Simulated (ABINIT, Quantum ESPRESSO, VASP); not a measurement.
## Al₃Sc (Pm-3m, 4 atoms in the cell) computed with different codes at matched settings

Self-consistent single point.

```
Al3Sc
1.0
    4.07827     0.00000     0.00000
    0.00000     4.07827     0.00000
    0.00000     0.00000     4.07827
Sc Al
1 3
Direct
  0.00000   0.00000   0.00000
  0.00000   0.50000   0.50000
  0.50000   0.00000   0.50000
  0.50000   0.50000   0.00000
```

Shared settings, as Quantum ESPRESSO writes them: occupations = smearing; smearing = gauss; degauss = 0.019992 Ry; K_POINTS = automatic 4 4 4 0 0 0. Potentials and cutoffs stand in the table.

```tsv
code	model	pressure (GPa)	cutoff
VASP	PBE, VASP's PBE PAW potentials (set 64)	1.95	300 eV
ABINIT	PBE, norm-conserving pseudopotentials (PseudoDojo nc-sr-05 PBE standard)	1.93	39 Ha
Quantum ESPRESSO	PBE, PseudoDojo standard norm-conserving (PBE) pseudopotentials	1.93	80 Ry
```

The spread over the programs that give each value: pressure within 0.02 GPa.

On the base mesh (8 8 8 0 0 0) the same programs gave: ABINIT pressure 1.70 GPa; Quantum ESPRESSO pressure 1.71 GPa; VASP pressure 1.72 GPa.

VASP's run is marked for a possible Pulay error in its stress at this cutoff; no cutoff test was made.

The starting cell has typed, rounded lattice constants, without a prior relaxation at this level. Its lattice was rescaled by a random factor within 2.5 % of one.

Left out of this page: Ansatz, GPAW, Elk, FLEUR and SIESTA (not drawn, or without a comparable value); CP2K (on another mesh).
